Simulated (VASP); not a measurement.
Input of a VASP 6.6.1 run:

The input INCAR:

```
SYSTEM = W
PREC     = Accurate       ! precision mode
ENCUT    = 520            ! plane-wave cutoff, eV
EDIFF    = 1E-7           ! SCF threshold, eV
ISMEAR   = 0              ! smearing method
SIGMA    = 0.1            ! smearing width, eV
LREAL    = .False.        ! projectors in reciprocal space
LASPH    = .True.         ! aspherical terms in the spheres
NELM     = 80             ! most SCF steps
ALGO     = Normal         ! electronic algorithm
ISIF     = 3              ! what is computed and relaxed
LWAVE    = .False.        ! write WAVECAR
LCHARG   = .False.        ! write CHGCAR
GGA      = PE             ! functional
IBRION   = 2              ! ionic algorithm
NSW      = 80             ! ionic steps
EDIFFG   = -0.002         ! ionic threshold
```

File KPOINTS:

```
Automatic mesh
0
Gamma
  18 18 18
  0 0 0
```

Contents of POSCAR:

```
W
1.0
   -1.5823450000      1.5823450000      1.5823450000
    1.5823450000     -1.5823450000      1.5823450000
    1.5823450000      1.5823450000     -1.5823450000
W
1
Direct
    0.0000000000      0.0000000000      0.0000000000
```

Potentials or basis: VASP PAW PBE potentials, release 64 (W_sv).

Command:

```sh
$ cat potpaw_PBE.64/W_sv/POTCAR > POTCAR
$ mpirun -np 1 vasp_std > vasp.out
```

(1) Estimate the band gap on the k mesh.

(2) Predict the relaxed cell.

(3) Predict the space group after relaxing (to 0.05 Å).

(4) What does it give for the relaxed volume?

Results:

(1) none (metal or under the smearing width).

(2) a = 2.759 Å, b = 2.759 Å, c = 2.759 Å, α = 109.47°, β = 109.47°, γ = 109.47°.

(3) Im-3m (No. 229).

(4) 16.16 Å³/atom.
